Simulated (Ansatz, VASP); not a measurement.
## Cross-check of Cu (Cu(111)) between VASP and Ansatz

Wanted: the spread between two codes on one cell, functional and k mesh. The cell is taken from a series of runs on this material, whose earlier steps may have relaxed, scaled, displaced or heated it; both programs get it as it stands.

Calculated with Ansatz 0.2.0; plane waves, with VASP 6.6.1 beside it; single point at PBE.

### 1. The structure

The cell holds 6 atoms: 6 Cu. Its edges and angles: a = 2.553 Å, b = 2.553 Å, c = 28.421 Å, α = 90.0°, β = 90.0°, γ = 60.0°. Vacuum lies along c.

Coordinates:

```cif
data_structure
_symmetry_space_group_name_H-M 'P 1'
_symmetry_Int_Tables_number 1
_cell_length_a 2.5527
_cell_length_b 2.5527
_cell_length_c 28.4212
_cell_angle_alpha 90.000
_cell_angle_beta 90.000
_cell_angle_gamma 60.000
_cell_volume 160.38
loop_
_atom_site_label
_atom_site_type_symbol
_atom_site_fract_x
_atom_site_fract_y
_atom_site_fract_z
_atom_site_occupancy
Cu1 Cu 0.33333 0.33333 0.31667 1
Cu2 Cu 0.66667 0.66667 0.39000 1
Cu3 Cu 0.00000 0.00000 0.46333 1
Cu4 Cu 0.33333 0.33333 0.53667 1
Cu5 Cu 0.66667 0.66667 0.61000 1
Cu6 Cu 0.00000 0.00000 0.68333 1
```

### 2. VASP: single point, PBE

A single point gives forces, pressure and levels at one fixed geometry, so differences don't come from the geometry; what else differs is listed under the comparison.

Lines of VASP's logs that name or quote its potential files are left out, and so is its time.

Input file INCAR:

```
SYSTEM = Cu
PREC = Accurate
ENCUT = 520
EDIFF = 1E-06
NELM = 120
ISMEAR = -1
SIGMA = 0.1
LREAL = .FALSE.
ALGO = Normal
GGA = PE
NBANDS = 40
LASPH = .TRUE.
LORBIT = 11
LWAVE = .FALSE.
LCHARG = .FALSE.
ISIF = 2
LDIPOL = .TRUE.
IDIPOL = 3
DIPOL = 0.5 0.5 0.5
LVHAR = .TRUE.
GGA_COMPAT = .FALSE.
NELMDL = -8
KPAR = 2
```

Input file POSCAR:

```
Cu
1.0
    2.5526554801      0.0000000000      0.0000000000
    1.2763277400      2.2106644929      0.0000000000
    0.0000000000      0.0000000000     28.4211723589
Cu
6
Direct
    0.3333333333      0.3333333334      0.3166653327
    0.6666666666      0.6666666667      0.3899991996
    0.9999999999      0.0000000000      0.4633330665
    0.3333333333      0.3333333334      0.5366669335
    0.6666666666      0.6666666667      0.6100008004
    0.9999999999      0.0000000000      0.6833346673
```

Input file KPOINTS:

```
Automatic mesh
0
Gamma
24 24 1
0 0 0
```

Potentials, in the order of the species: Cu (PBE family, release 64).

Command:

```
$ mpirun -np 2 vasp_std
```

Numbers of over 12 decimals in the logs are rounded to 6 here.

The program printed:

```text
[banner, memory and clock lines left out]
running    2 mpi-ranks, on    1 nodes
 distrk:  each k-point on    1 cores,    2 groups
 distr:  one band on    1 cores,    1 groups

 POSCAR found type information on POSCAR Cu
 POSCAR found :  1 types and       6 ions
 LDA part: xc-table for (Slater+PW92), standard interpolation
 POSCAR, INCAR and KPOINTS ok, starting setup
 FFT: planning ... GRIDC
 FFT: planning ... GRID_SOFT
 FFT: planning ... GRID
 WAVECAR not read
 entering main loop
       N       E                     dE             d eps       ncg     rms          rms(c)
DAV:   1     0.579543336426E+03    0.57954E+03   -0.29493E+04  4880   0.226E+03
DAV:   2     0.359993232931E+02   -0.54354E+03   -0.52750E+03  4888   0.432E+02
DAV:   3    -0.245019271985E+02   -0.60501E+02   -0.56409E+02  5216   0.199E+02
DAV:   4    -0.265194399929E+02   -0.20175E+01   -0.20020E+01  5680   0.467E+01
DAV:   5    -0.265715220944E+02   -0.52082E-01   -0.52053E-01  6016   0.594E+00
DAV:   6    -0.265737975667E+02   -0.22755E-02   -0.22752E-02  6544   0.105E+00
DAV:   7    -0.265739076747E+02   -0.11011E-03   -0.11010E-03  6632   0.199E-01
DAV:   8    -0.265739115387E+02   -0.38640E-05   -0.38640E-05  5728   0.315E-02    0.185E+01
DAV:   9    -0.238483880844E+02    0.27255E+01   -0.60219E+01  5472   0.130E+02    0.999E+00
DAV:  10    -0.215243952145E+02    0.23240E+01   -0.11766E+01  5696   0.577E+01    0.123E+00
DAV:  11    -0.215559086040E+02   -0.31513E-01   -0.92819E-01  6448   0.403E+01    0.184E+00
DAV:  12    -0.215020569347E+02    0.53852E-01   -0.30593E-01  7168   0.210E+01    0.106E+00
DAV:  13    -0.214897920493E+02    0.12265E-01   -0.67228E-02  8752   0.827E+00    0.633E-01
DAV:  14    -0.214823162478E+02    0.74758E-02   -0.35537E-02  6392   0.655E+00    0.145E-01
[...]
DAV:  19    -0.214824265393E+02    0.16130E-04   -0.26452E-04  5416   0.279E-01    0.640E-03
DAV:  20    -0.214825209636E+02   -0.94424E-04   -0.21077E-05  5472   0.376E-02    0.810E-03
DAV:  21    -0.214825821042E+02   -0.61141E-04   -0.40989E-05  5328   0.101E-01    0.128E-02
DAV:  22    -0.214825972562E+02   -0.15152E-04   -0.10341E-05  5432   0.689E-02    0.363E-03
DAV:  23    -0.214826126479E+02   -0.15392E-04   -0.47379E-06  4488   0.370E-02    0.257E-03
DAV:  24    -0.214826177493E+02   -0.51014E-05   -0.12757E-06  3488   0.332E-02    0.204E-03
DAV:  25    -0.214826202578E+02   -0.25085E-05   -0.51459E-07  3464   0.257E-02    0.370E-04
DAV:  26    -0.214826201231E+02    0.13472E-06   -0.24336E-07  3280   0.400E-03
   1 F= -.21482620E+02 E0= -.21449803E+02  d E =-.656348E-01
```

Parts of OUTCAR (step 2):

```text
ion  position               nearest neighbor table
   1  0.333  0.333  0.317-   2 2.55   2 2.55   2 2.55
   2  0.667  0.667  0.390-   3 2.55   1 2.55   1 2.55   3 2.55   1 2.55   3 2.55
   3  1.000  0.000  0.463-   2 2.55   2 2.55   2 2.55   4 2.55   4 2.55   4 2.55
   4  0.333  0.333  0.537-   5 2.55   5 2.55   5 2.55   3 2.55   3 2.55   3 2.55
   5  0.667  0.667  0.610-   6 2.55   4 2.55   4 2.55   6 2.55   4 2.55   6 2.55
   6  1.000  0.000  0.683-   5 2.55   5 2.55   5 2.55

  LATTYP: Found a hexagonal cell.
 ALAT       =     2.5526554801
 C/A-ratio  =    11.1339632710

 Subroutine GETGRP returns: Found 12 space group operations
 (whereof  6 operations were pure point group operations)

The static configuration has the point symmetry C_3v.
 The point group associated with its full space group is D_3d.

 Found     61 irreducible k-points:

   k-points           NKPTS =     61   k-points in BZ     NKDIM =     61   number of bands    NBANDS=     40

   dimension x,y,z NGX =    20 NGY =   20 NGZ =  216
   dimension x,y,z NGXF=    40 NGYF=   40 NGZF=  432

   ENCUT  =  520.0 eV  38.22 Ry    6.18 a.u.   4.75  4.75 52.84*2*pi/ulx,y,z

   NELECT =      66.0000    total number of electrons

 k-points in reciprocal lattice and weights: Automatic mesh
   0.00000000  0.00000000  0.00000000       0.002
   0.04166667  0.00000000  0.00000000       0.010
   0.08333333  0.00000000  0.00000000       0.010
   0.12500000  0.00000000  0.00000000       0.010
   0.16666667 -0.00000000  0.00000000       0.010
   0.20833333  0.00000000  0.00000000       0.010
   0.25000000  0.00000000  0.00000000       0.010
   0.29166667  0.00000000  0.00000000       0.010
   0.33333333  0.00000000  0.00000000       0.010
[...]
-0.37500000  0.29166667  0.00000000       0.021
  -0.33333333  0.33333333  0.00000000       0.003

 dipolmoment           0.000000      0.000000      0.000003 electrons x Angstroem

 average (electrostatic) potential at core
       1 -70.2997       2 -70.5811       3 -70.5952       4 -70.5952       5 -70.5811
       6 -70.2996

 E-fermi :   0.7200

 k-point     1 :       0.0000    0.0000    0.0000
  band No.  band energies     occupation
    ...
     33      -0.9457      2.00000
     34      -0.8986      2.00000
     35      -0.8986      2.00000
     36      -0.1342      1.99961
     37       0.3592      1.94724
     38       4.9070      0.00000
     39       5.1172      0.00000
     40       5.8618      0.00000

 k-point     2 :       0.0417    0.0000    0.0000
  band No.  band energies     occupation
    ...
     33      -0.9457      2.00000
     34      -0.9426      2.00000
     35      -0.8978      2.00000
     36       0.0079      1.99839
     37       0.5272      1.74615
     38       4.9465      0.00000
     39       5.1695      0.00000
     40       5.9134      0.00000

 k-point     3 :       0.0833    0.0000    0.0000
  band No.  band energies     occupation
    ...
     32      -1.1294      2.00000
     33      -0.9458      2.00000
     34      -0.8957      2.00000
     35      -0.7402      2.00000
     36       0.3289      1.96074
     37       0.9343      0.20992
     38       5.0648      0.00000
     39       5.3264      0.00000
     40       6.0685      0.00000

  Total       -0.0098581     -0.0098581      0.5375374      0.0000000     -0.0000000     -0.0000000
  in kB       -0.0984797     -0.0984797      5.3698514      0.0000000     -0.0000000     -0.0000000
  external PRESSURE =       1.7242973 kB  Pullay stress =       0.0000000 kB

  energy-cutoff  :      520.00
  volume of cell :      160.38
      direct lattice vectors                 reciprocal lattice vectors
     2.552655480  0.000000000  0.000000000     0.391748909 -0.226176338  0.000000000
     1.276327740  2.210664493  0.000000000     0.000000000  0.452352676  0.000000000
     0.000000000  0.000000000 28.421172359     0.000000000  0.000000000  0.035185037

 POSITION                                       TOTAL-FORCE (eV/Angst)
 -----------------------------------------------------------------------------------
      1.27633      0.73689      9.00000        -0.000000     -0.000000     -0.022840
      2.55266      1.47378     11.08423        -0.000000     -0.000000     -0.048699
      2.55266      0.00000     13.16847        -0.000000      0.000000     -0.015905
      1.27633      0.73689     15.25270         0.000000     -0.000000      0.015905
      2.55266      1.47378     17.33694         0.000000      0.000000      0.048699
      2.55266      0.00000     19.42117         0.000000      0.000000      0.022840
 -----------------------------------------------------------------------------------
    total drift:                                0.000000     -0.000000      0.000540

  FREE ENERGIE OF THE ION-ELECTRON SYSTEM (eV)
  ---------------------------------------------------
  free  energy   TOTEN  =       -21.4826201231 eV

  energy  without entropy=      -21.4169853065  energy(sigma->0) =      -21.44980271

 vacuum level on the upper side and lower side of the slab         5.510         5.510

 total charge
# of ion       s       p       d       tot
------------------------------------------
    1        0.453   0.294   9.185   9.932
    2        0.446   0.378   9.179  10.003
    3        0.448   0.386   9.173  10.006
    4        0.448   0.386   9.173  10.006
    5        0.446   0.378   9.179  10.003
    6        0.453   0.294   9.185   9.932
--------------------------------------------------
tot          2.692   2.116  55.075  59.883

[... 3 further parts left out ...]
```

### 3. Ansatz: single point, PBE

Ansatz runs on its default PAW (the set named soft_2) files.

The same cell, functional, mesh and smearing now go to Ansatz, which takes its cutoff from its data sets.

Input file input.yaml:

```yaml
crystal:
  lattice:
    - [2.5526554801, 0.0, 0.0]
    - [1.27632774, 2.2106644929, 0.0]
    - [0.0, 0.0, 28.4211723589]
  atoms:
    - { symbol: Cu, position: [0.3333333333, 0.3333333333, 0.3166653327] }
    - { symbol: Cu, position: [0.6666666667, 0.6666666667, 0.3899991996] }
    - { symbol: Cu, position: [0.0, 0.0, 0.4633330665] }
    - { symbol: Cu, position: [0.3333333333, 0.3333333333, 0.5366669335] }
    - { symbol: Cu, position: [0.6666666667, 0.6666666667, 0.6100008004] }
    - { symbol: Cu, position: [0.0, 0.0, 0.6833346673] }
kpoints:
  mp_grid: { grid: [24, 24, 1] }
hamiltonian:
  xc: pbe
scf:
  occupations: { method: fermi_dirac, width: 0.1 }
  convergence: { dr2_threshold: 1.0e-10 }
efield:
  axis: 3
  dipole_correction: true
  ramp_position: 0.97
  ramp_width: 0.06
  amplitude: 0
output:
  forces: true
  write_potential: true
  write_density: true
  volumetric_format: npy
```

Command:

```
$ ansatz run input.yaml --threads 4 --pin off --max-ram 6144MiB --backend cpu --events-out ev --progress --plain --runs-dir out
```

The program printed:

```text
Engine: ansatz 0.2.0, aarch64-unknown-linux-gnu
Pseudopotentials: kind: paw
Pseudopotential: Cu, paw, valence charge 19, recommended cutoff 420 eV (normal), Cu.paw.azcp
Functional definition: PBE
  parameter kappa = 0.804
  parameter beta = 0.066725
  exchange = pbe_x(kappa = kappa, mu = beta*pi^2/3)
  correlation = pbe_c(beta = beta)
Crystal: 6 atoms, lattice volume = 160.383 Å³
Basis set: ecut = 420 eV, 3197 PW (Γ), exchange–correlation on 36×36×384 points (8 copies of the dense FFT grid, shifted against one another)
Bands: 69, of which v1, the nominal top of the filled ones, is band 57 counted from 1 (56 counted from 0)
Symmetry: 6 space group operations
k-points: 61 of 576 (time reversal used)
Non-local potential: Cu, projectors of the file, l = 0: 3, l = 1: 2, l = 2: 3, l = 3: 1
PAW form: soft (Blöchl's): semilocal exchange-correlation on the pseudo side does not see the compensation charge
PAW one-centre angular grid: Cu, 590 points (default); XC on 64 Gauss nodes
Initial density: superposition of atomic densities (neutral atoms: chi_scale 0, normalization atom), corrected by the library's trained network
Initial wavefunctions: pseudopotential atomic-orbital guess
Functional: x = pbe(κ = 0.804, μ = 0.219515), c = pbe(β = 0.066725)
SCF iter   1: F=—  HF=-39750.134623 eV  |F-HF|=—  |Δ(HF+E_count)|=         —  Δρ=1.28e-3  dr2=3.19e-2  ethr=1.77e-3  p=0.000 e·Å  D=9.50e-14 V/Å  ΔV_dip=-0.00 eV  dr2_dipole=3.01e-8  V_vac-E_F(+/−)=4.73/4.73 eV  ⟨swp⟩=7.7  Hψ=17757  notcnv=0  defer=105
efield: sawtooth ramp at fractional position 0.9700 (set: `efield.ramp_position`, or a place that a band, a saddle search or an elastic batch's reference lends), width 0.0600; the density the first Hamiltonian is built on has a dipole p = 0.000 e·Å; the dipole correction subtracts the counter field D = 9.50e-14 V/Å, which shifts the + side's vacuum level by -0.00 eV against the − side's; the planar-averaged density in the ramp window peaks in size at 5.1e-5 e/Å³
preconditioner: auto → LDOS  [metal: Δε(μ)=0.023 eV  Ē_g=8.825 eV  σ=0.100 eV  W_gap=0.06  n_scr=22 (ndim 8)  ℏωp=23.8 eV  f_vac=0.531  D(μ)=2.05/eV (n_scr^D=12)  β→1.0]
SCF iter   2: F=—  HF=-39750.140016 eV  |F-HF|=—  |Δ(HF+E_count)|=   5.39e-3  Δρ=3.01e-3  dr2=1.07e-2  ethr=2.79e-5  p=0.000 e·Å  D=8.68e-7 V/Å  ΔV_dip=-0.00 eV  dr2_dipole=2.39e-8  V_vac-E_F(+/−)=4.82/4.82 eV  ⟨swp⟩=2.6  Hψ=8079  notcnv=0  defer=160
SCF iter   3: F=—  HF=-39750.138161 eV  |F-HF|=—  |Δ(HF+E_count)|=   1.85e-3  Δρ=5.00e-4  dr2=3.99e-4  ethr=9.40e-6  p=0.000 e·Å  D=4.72e-7 V/Å  ΔV_dip=-0.00 eV  dr2_dipole=1.39e-8  V_vac-E_F(+/−)=4.80/4.80 eV  ⟨swp⟩=2.0  Hψ=5880  notcnv=0  defer=160
SCF iter   4: F=—  HF=-39750.138196 eV  |F-HF|=—  |Δ(HF+E_count)|=   3.48e-5  Δρ=4.55e-4  dr2=4.15e-4  ethr=3.50e-7  p=0.000 e·Å  D=6.30e-8 V/Å  ΔV_dip=-0.00 eV  dr2_dipole=3.18e-9  V_vac-E_F(+/−)=4.80/4.80 eV  ⟨swp⟩=3.0  Hψ=7692  notcnv=0  defer=160
SCF iter   5: F=—  HF=-39750.138189 eV  |F-HF|=—  |Δ(HF+E_count)|=   6.73e-6  Δρ=1.21e-4  dr2=3.03e-5  ethr=3.50e-7  p=0.000 e·Å  D=8.14e-8 V/Å  ΔV_dip=-0.00 eV  dr2_dipole=4.01e-10  V_vac-E_F(+/−)=4.81/4.81 eV  ⟨swp⟩=2.3  Hψ=5237  notcnv=0  defer=160
SCF iter   6: F=—  HF=-39750.138190 eV  |F-HF|=—  |Δ(HF+E_count)|=   4.49e-7  Δρ=6.74e-5  dr2=5.61e-6  ethr=2.66e-8  p=0.000 e·Å  D=1.44e-7 V/Å  ΔV_dip=-0.00 eV  dr2_dipole=3.05e-11  V_vac-E_F(+/−)=4.81/4.81 eV  ⟨swp⟩=2.0  Hψ=5789  notcnv=0  defer=160
SCF iter   7: F=—  HF=-39750.138181 eV  |F-HF|=—  |Δ(HF+E_count)|=   8.68e-6  Δρ=2.20e-5  dr2=8.18e-7  ethr=4.92e-9  p=0.000 e·Å  D=1.07e-7 V/Å  ΔV_dip=-0.00 eV  dr2_dipole=4.10e-12  V_vac-E_F(+/−)=4.81/4.81 eV  ⟨swp⟩=2.0  Hψ=5826  notcnv=0  defer=160
SCF iter   8: F=—  HF=-39750.138182 eV  |F-HF|=—  |Δ(HF+E_count)|=   1.00e-6  Δρ=2.07e-5  dr2=5.14e-7  ethr=7.17e-10  p=0.000 e·Å  D=2.22e-8 V/Å  ΔV_dip=-0.00 eV  dr2_dipole=4.11e-14  V_vac-E_F(+/−)=4.81/4.81 eV  ⟨swp⟩=2.3  Hψ=6439  notcnv=0  defer=160
SCF iter   9: F=—  HF=-39750.138182 eV  |F-HF|=—  |Δ(HF+E_count)|=   1.27e-7  Δρ=8.30e-6  dr2=7.70e-8  ethr=4.50e-10  p=0.000 e·Å  D=3.27e-8 V/Å  ΔV_dip=-0.00 eV  dr2_dipole=6.14e-13  V_vac-E_F(+/−)=4.81/4.81 eV  ⟨swp⟩=2.0  Hψ=5899  notcnv=0  defer=159
SCF iter  10: F=—  HF=-39750.138182 eV  |F-HF|=—  |Δ(HF+E_count)|=   5.43e-9  Δρ=2.30e-6  dr2=5.31e-9  ethr=6.75e-11  p=0.000 e·Å  D=1.45e-8 V/Å  ΔV_dip=-0.00 eV  dr2_dipole=5.03e-13  V_vac-E_F(+/−)=4.81/4.81 eV  ⟨swp⟩=2.1  Hψ=5983  notcnv=0  defer=159
SCF iter  11: F=—  HF=-39750.138182 eV  |F-HF|=—  |Δ(HF+E_count)|=   1.10e-7  Δρ=1.12e-6  dr2=1.55e-9  ethr=4.66e-12  p=0.000 e·Å  D=3.28e-9 V/Å  ΔV_dip=-0.00 eV  dr2_dipole=6.51e-14  V_vac-E_F(+/−)=4.81/4.81 eV  ⟨swp⟩=2.3  Hψ=6509  notcnv=0  defer=159
SCF iter  12: F=-39750.138182 eV  HF=-39750.138182 eV  |F-HF|=3.64e-11  |Δ(HF+E_count)|=   8.65e-9  Δρ=2.15e-7  dr2=7.40e-11  ethr=1.00e-12  p=0.000 e·Å  D=7.19e-9 V/Å  ΔV_dip=-0.00 eV  dr2_dipole=1.10e-15  V_vac-E_F(+/−)=4.81/4.81 eV  ⟨swp⟩=15.4  Hψ=30098  notcnv=0
SCF 1 converged in 12 iterations: F = -39750.138182 eV  dr2 = 7.40e-11
  greatest PAW one-centre occupation: 1.000 electrons in one spin orbital (limit 2), on the Cu atom at site 5 (counted from 0), in its partial waves of l = 0
WARN: The output density's exchange-correlation potential varies sharply where the density is thin. Do not read a vacuum level from v_tot or v_xc, or from such a field of the output density. On a cell that repeats whose density bears no net charge and no dipole along the vacuum's axis use v_es (v_loc + v_h of the components); under efield.dipole_correction with no amplitude use v_es + v_field, which holds any externa [...]
SCF converged after 12 iterations
Free energy (F): -39750.138182 eV
Harris-Foulkes:  -39750.138182 eV  (|F-HF|=3.64e-11)
Internal energy: -39750.071664 eV  (E = F + TS)
E sigma→0 (E₀):  -39750.104923 eV
Entropy (-TS):   -0.066518 eV (-11.086 meV/atom)
Fermi energy:    4.763681 eV
Dipole field:    D = -0.000000 V/Å  (p = -0.000000 e·Å, saw-weighted, corrected)
Work function:   Φ+ = 4.8142 eV   Φ− = 4.8142 eV
Levels:          The Fermi level and band energies are counted from a zero that moves with the ramp; work functions are not
--- Per-component energies (eV) ---
  E_band       = -3514.188677
  E_kinetic    = 1798.611220
  E_local      = -339198.726451  (includes V_loc(G=0)·N_el)
  E_nonlocal   = 2342.926218
  E_hartree    = 167475.829332
  E_xc         = -535.260170
  E_vxc        = -690.529438  (∫ρ·V_xc dr)
  E_paw        = -9981.079528  (= ΣΔE_a)
  E_vpaw       = -2718.131443  (= ΣTr[D̂ρ^β])
  E_aug_tail   = 0.001679  (compensation charges beyond the density's cutoff)
  E_efield     = 0.000000  (sawtooth field / dipole correction)
  E_vefield    = 0.000000  (∫n·V_field dr)
  E_ewald      = 138347.626036
  E_smearing   = -0.066518  (= −TS)
  E_closure    = 0.000000  (closes the sum)
  Σ components = -39750.138182   (vs F -39750.138182, Δ=0.00e0)
--- Forces (eV/Å), atoms counted from 1 ---
  atom   1  Cu    -0.00000000    -0.00000000    -0.00579133
  atom   2  Cu    -0.00000000     0.00000000    -0.04642410
  atom   3  Cu    -0.00000000    -0.00000000    -0.01432274
  atom   4  Cu     0.00000000     0.00000000     0.01432274
  atom   5  Cu     0.00000000    -0.00000000     0.04642409
  atom   6  Cu     0.00000000    -0.00000000     0.00579124
  max |Σ_I F_I| component: 9.95e-8 eV/Å
--- Band table (eV; the first three rows and the last of 61) ---
  k-point 0: bands = [... 53 lower, 2.9339, 2.9339, 3.1358, 3.1358, 3.1841, 3.1841, 3.8971, 4.3754, ... 8 higher]
  k-point 1: bands = [... 53 lower, 2.9342, 3.0007, 3.0493, 3.1336, 3.1358, 3.1849, 4.0446, 4.5486, ... 8 higher]
  k-point 2: bands = [... 53 lower, 2.8637, 2.9346, 2.9446, 3.1357, 3.1871, 3.3281, 4.3708, 4.9625, ... 8 higher]
  k-point 60: bands = [... 53 lower, 3.1229, 8.1051, 8.1204, 8.1204, 8.4941, 8.4941, 9.0652, 9.2500, ... 8 higher]
```

### 4. Side by side

Known differences besides the potentials themselves: the data sets hold 114 valence electrons in Ansatz (on its default PAW (the set named soft_2) files) and 66 in VASP; the cutoff is 420 eV in Ansatz and 520 eV in VASP. Total energies have different zeros and are not compared.

Compared:

| quantity | Ansatz | VASP | difference |
| --- | --- | --- | --- |
| work function, lower of the two faces (eV) | 4.81 | 4.79 | +0.02 |
| work function, higher of the two faces (eV) | 4.81 | 4.79 | +0.02 |

At this near-relaxed geometry the largest component of a force difference is 17 meV/Å. With vacuum in the cell, a pressure given here is an average over mostly empty space and none of the material.

### 5. Results

```yaml
difference_in_work_function_higher_of_the_two_faces_single_point_pbe: 0.024 eV
```

What this shows: The difference in work function, higher of the two faces is 0.024 eV (single point, PBE). The data sets hold unlike numbers of valence electrons (114 in Ansatz and 66 in VASP), so part of the differences comes from the potentials. How closely two codes agree says nothing of how well the functional describes the real material.

[Lines on the potential files, build, host, timing and source positions are cut from VASP's logs without a mark.]

[Logs are printed without paths, hosts, clocks, repeated set-up lines and the standing remarks that a program may print on its own settings, such as how far it seeks lower states.]

[Hosts, paths, dates, database ids (printed as entryN), source tags and the programs' standing remarks are cut or masked in the printed files.]
